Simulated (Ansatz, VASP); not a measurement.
# TePd in two plane-wave programs, part 2 of 2

One calculation is typed for both programs; each brings its own data sets and cutoff. How far apart do they land? The cell is taken from a series of VASP runs on this material, whose earlier steps may have relaxed, scaled or displaced it; both programs get it as it stands.

VASP 6.6.1 and Ansatz 0.2.0.

So far: The structure; VASP: zone-centre phonons, PBEsol.

## (3) Ansatz: zone-centre phonons, PBEsol

Level of this step: Ansatz beside VASP: Kohn-Sham DFT, plane waves, PBEsol (Ansatz).

Ansatz runs on its default PAW (the set named soft_2) files.

The same cell, functional, mesh and smearing now go to Ansatz, which takes its cutoff from its data sets.

The input, input.yaml:

```yaml
crystal:
  lattice:
    - [4.1568387541, 0.0, 0.0]
    - [-2.0784193771, 3.5999279605, 0.0]
    - [0.0, 0.0, 5.6148976823]
  atoms:
    - { symbol: Te, position: [0.3333333333, 0.6666666667, 0.25] }
    - { symbol: Te, position: [0.6666666667, 0.3333333333, 0.75] }
    - { symbol: Pd, position: [0.0, 0.0, 0.0] }
    - { symbol: Pd, position: [0.0, 0.0, 0.5] }
hamiltonian:
  xc: pbesol
  pseudopotentials: { kind: paw }
kpoints:
  mp_grid: { grid: [11, 11, 7] }
scf:
  occupations: { method: methfessel_paxton, width: 0.2 }
phonons:
  method: dfpt
  qpoints: [[0, 0, 0]]
```

Run with:

```console
ansatz run input.yaml --threads 4 --pin off --max-ram 9216MiB --backend cpu --events-out ev --progress --plain --runs-dir out
```

Numbers of over 12 decimals in the logs are rounded to 6 here.

The program printed:

```text
Engine: ansatz 0.2.0, aarch64-unknown-linux-gnu
Pseudopotentials: kind: paw
Pseudopotential: Te, paw, valence charge 16, recommended cutoff 420 eV (normal), Te.paw.azcp
Pseudopotential: Pd, paw, valence charge 18, recommended cutoff 420 eV (normal), Pd.paw.azcp
Functional definition: PBEsol
  exchange = pbesol_x
  correlation = pbesol_c
Crystal: 4 atoms, lattice volume = 84.023 Å³
Basis set: ecut = 420 eV, 1633 PW (Γ), exchange–correlation on 60×60×80 points (8 copies of the dense FFT grid, shifted against one another)
Bands: 41, of which v1, the nominal top of the filled ones, is band 34 counted from 1 (33 counted from 0)
Symmetry: 24 space group operations
k-points: 234 of 847 (irreducible under 2 space group operations, time reversal used)
Non-local potential: Te, projectors of the file, l = 0: 2, l = 1: 2, l = 2: 2, l = 3: 2
Non-local potential: Pd, projectors of the file, l = 0: 2, l = 1: 2, l = 2: 2, l = 3: 1
PAW form: soft (Blöchl's): semilocal exchange-correlation on the pseudo side does not see the compensation charge
PAW frozen core: Te, regenerated for the run's functional, and the local potential with it (the file was generated under x = pbe(κ = 0.804, μ = 0.219515), c = pbe(β = 0.066725))
PAW frozen core: Pd, regenerated for the run's functional, and the local potential with it (the file was generated under x = pbe(κ = 0.804, μ = 0.219515), c = pbe(β = 0.066725))
PAW one-centre angular grid: Te, 590 points (default); XC on 64 Gauss nodes
PAW one-centre angular grid: Pd, 590 points (default); XC on 64 Gauss nodes
Initial density: superposition of atomic densities (neutral atoms: chi_scale 0, normalization atom), corrected by the library's trained network
Initial wavefunctions: pseudopotential atomic-orbital guess
Functional: x = pbesol(κ = 0.804, μ = 0.123457), c = pbesol(β = 0.046)
SCF iter   1: F=—  HF=-27617.853497 eV  |F-HF|=—  |Δ(HF+E_count)|=         —  Δρ=8.69e-3  dr2=7.00e-2  ethr=1.77e-3  ⟨swp⟩=7.0  Hψ=38423  notcnv=0
preconditioner: auto → LDOS  [metal: Δε(μ)=0.014 eV  Ē_g=8.684 eV  σ=0.200 eV  W_gap=0.06  n_scr=22 (ndim 8)  ℏωp=22.9 eV  f_vac=0.021  D(μ)=2.32/eV (n_scr^D=20)  β→1.0]
SCF iter   2: F=—  HF=-27617.845989 eV  |F-HF|=—  |Δ(HF+E_count)|=   7.51e-3  S|Δr|=    0.00e0  Δρ=6.05e-3  dr2=2.33e-2  ethr=1.03e-4  ⟨swp⟩=2.0  Hψ=19027  notcnv=0
SCF iter   3: F=—  HF=-27617.838454 eV  |F-HF|=—  |Δ(HF+E_count)|=   7.54e-3  S|Δr|=    0.00e0  Δρ=8.70e-4  dr2=7.18e-4  ethr=3.43e-5  ⟨swp⟩=2.0  Hψ=16766  notcnv=0
SCF iter   4: F=—  HF=-27617.838326 eV  |F-HF|=—  |Δ(HF+E_count)|=   1.28e-4  S|Δr|=    0.00e0  Δρ=7.84e-5  dr2=5.45e-6  ethr=1.06e-6  ⟨swp⟩=2.0  Hψ=11920  notcnv=0
SCF iter   5: F=—  HF=-27617.838322 eV  |F-HF|=—  |Δ(HF+E_count)|=   4.24e-6  S|Δr|=    0.00e0  Δρ=1.35e-5  dr2=1.23e-7  ethr=8.01e-9  ⟨swp⟩=3.0  Hψ=18164  notcnv=0
SCF iter   6: F=—  HF=-27617.838322 eV  |F-HF|=—  |Δ(HF+E_count)|=   1.50e-8  S|Δr|=    0.00e0  Δρ=2.04e-6  dr2=3.07e-9  ethr=1.80e-10  ⟨swp⟩=2.0  Hψ=15376  notcnv=0
SCF iter   7: F=—  HF=-27617.838322 eV  |F-HF|=—  |Δ(HF+E_count)|=  2.62e-10  S|Δr|=    0.00e0  Δρ=3.79e-7  dr2=8.43e-11  ethr=4.52e-12  ⟨swp⟩=2.0  Hψ=15466  notcnv=0
SCF iter   8: F=-27617.838322 eV  HF=-27617.838322 eV  |F-HF|=3.64e-12  |Δ(HF+E_count)|=  7.64e-11  S|Δr|=    0.00e0  Δρ=6.73e-8  dr2=3.92e-12  ethr=1.00e-12  ⟨swp⟩=11.0  Hψ=50529  notcnv=0
SCF 1 converged in 8 iterations: F = -27617.838322 eV  dr2 = 3.92e-12
  greatest PAW one-centre occupation: 0.999 electrons in one spin orbital (limit 2), on the Pd atom at site 3 (counted from 0), in its partial waves of l = 0
DFPT response loops at Γ: preconditioner auto → Kerker (q_TF=auto, 2.634 Å⁻¹) (partly filled bands, converged f_vac=0.016); β = 1.00, the filter's whole step (`scf.mixing.beta` (0.50) is not read by the response loops under this deck's `scf.mixing.preconditioner`; to damp them name `kerker` or `kerker_dos`, under which they read `scf.mixing.beta`, and type it under 1.00, their step now; both keys bind the ground state too); Broyden in place of MSR1
SCF converged after 8 iterations
Stability not checked: this state was not tested for a lower state beside it, because cold or Methfessel-Paxton smearing, or corrected tetrahedra, fill the levels in a way that the test cannot read (fill_not_monotonic; see scf.lower_state_search)
Free energy (F): -27617.838322 eV
Harris-Foulkes:  -27617.838322 eV  (|F-HF|=3.64e-12)
Internal energy: -27617.836418 eV  (E = F + TS)
E sigma→0 (E₀):  -27617.837846 eV
Entropy (-TS):   -0.001904 eV (-0.476 meV/atom)
Fermi energy:    15.008696 eV
--- Per-component energies (eV) ---
  E_band       = -817.782631
  E_kinetic    = 1394.006119
  E_local      = -6505.383470  (includes V_loc(G=0)·N_el)
  E_nonlocal   = -175.449048
  E_hartree    = 3262.660880
  E_xc         = -583.997901
  E_vxc        = -633.259348  (∫ρ·V_xc dr)
  E_paw        = -16541.405400  (= ΣΔE_a)
  E_vpaw       = -1423.018626  (= ΣTr[D̂ρ^β])
  E_aug_tail   = 0.000053  (compensation charges beyond the density's cutoff)
  E_ewald      = -8469.622330
  E_core_change = 1.354679  (= ΣΔE_core)
  E_smearing   = -0.001904  (= −TS)
  E_closure    = 0.000000  (closes the sum)
  Σ components = -27617.838322   (vs F -27617.838322, Δ=0.00e0)
--- Band table (eV; the first three rows and the last of 234) ---
  k-point 0: bands = [... 30 lower, 13.8467, 13.8467, 14.7841, 15.5004, 16.7601, 16.7601, 17.2046, 18.2920, ... 3 higher]
  k-point 1: bands = [... 30 lower, 14.2097, 14.2097, 14.4694, 14.9731, 16.6922, 16.6922, 17.5108, 18.7415, ... 3 higher]
  k-point 2: bands = [... 30 lower, 13.8148, 13.9833, 14.8751, 14.8751, 16.4771, 16.4771, 18.2057, 19.4642, ... 3 higher]
  k-point 233: bands = [... 30 lower, 12.6716, 13.0011, 13.4943, 14.4714, 15.0104, 16.0251, 18.9331, 19.8341, ... 3 higher]
--- Phonons (Γ-DFPT): 4 representative perturbations + reference, on 234 of 847 k-points (Σ response iterations 14) ---
  k mesh reduced under 2 symmetry operations, with k and −k counted as one. Each operation leaves every solved perturbation unchanged. A smaller set is not used because it would not reduce the number of displacements times k-points to solve
  ASR residual: 1.304e-4 → 0.000e0 eV/Å²; symmetrization residual: 7.440e-5 eV/Å²
  ASR residual per site (eV/Å²): 1.30e-4 1.30e-4 3.13e-5 3.13e-5
  Γ frequencies (cm⁻¹): 0.00 0.00 0.00 78.01 78.01 103.78 103.78 117.03 124.94 133.57 133.57 182.82
  non-analytic LO–TO correction: not included (Born effective charges unavailable; polar crystals: no LO–TO splitting at Γ)
--- Phonons (arbitrary-q DFPT): 1 explicit q-point ---
  q = [0, 0, 0] (of the zone-centre solve; hermiticity 1.86e-5, symmetrization 2.30e-6): 0.00 0.00 0.00 78.01 78.01 103.78 103.78 117.03 124.94 133.57 133.57 182.82
  sum rule: each row above includes the acoustic sum rule's correction from the zone centre's row sums; it moved no ω² by more than (0.53 cm⁻¹)²
```

Wall time 97 s (4 threads of Arm Neoverse V2, shared host); peak memory 2.5 GiB.

## (4) Differences

Known differences besides the potentials themselves: the data sets hold 68 valence electrons in Ansatz (default PAW (the set named soft_2) files) and 32 in VASP; the cutoff is 420 eV in Ansatz and 400 eV in VASP; Ansatz makes its cores anew for this functional, VASP keeps those of its PBE data sets. Total energies have different zeros and are not compared.

Both answers:

| quantity | Ansatz | VASP | difference |
| --- | --- | --- | --- |
| optical mode 1 to 2 (cm⁻¹) | 78.0 | 78.2 | -0.27 % |
| optical mode 3 to 4 (cm⁻¹) | 103.8 | 105.6 | -1.68 % |
| optical mode 5 (cm⁻¹) | 117.0 | 117.1 | -0.06 % |
| optical mode 6 (cm⁻¹) | 124.9 | 125.2 | -0.23 % |
| optical mode 7 to 8 (cm⁻¹) | 133.6 | 133.9 | -0.25 % |
| optical mode 9 (cm⁻¹) | 182.8 | 182.4 | +0.22 % |

Modes are paired by rising frequency and degeneracy, not by their patterns, so a pair may still set unlike modes beside each other.

## (5) Outcome

- r.m.s. difference of the optical zone-centre modes, each program's sorted by frequency (zone-centre phonons, PBEsol): 0.87 cm⁻¹
- difference in optical mode 3 to 4 (zone-centre phonons, PBEsol): -1.7 %

**Reading.** The r.m.s. difference of the optical zone-centre modes, each program's sorted by frequency is 0.87 cm⁻¹ (zone-centre phonons, PBEsol). Among the rows given in per cent, the largest difference of the zone-centre phonons, PBEsol pair is in optical mode 3 to 4, -1.7 %. Such differences can come from data sets, numerical settings and the points named under the comparisons, not from the functional's error against experiment.

[Lines on the potential files, build, host, timing and source positions are cut from VASP's logs without a mark.]

[Logs are printed without paths, hosts, clocks, repeated set-up lines and the standing remarks that a program may print on its own settings, such as how far it seeks lower states.]

[Hosts, paths, dates, database ids (printed as entryN), source tags and the programs' standing remarks are cut or masked in the printed files.]
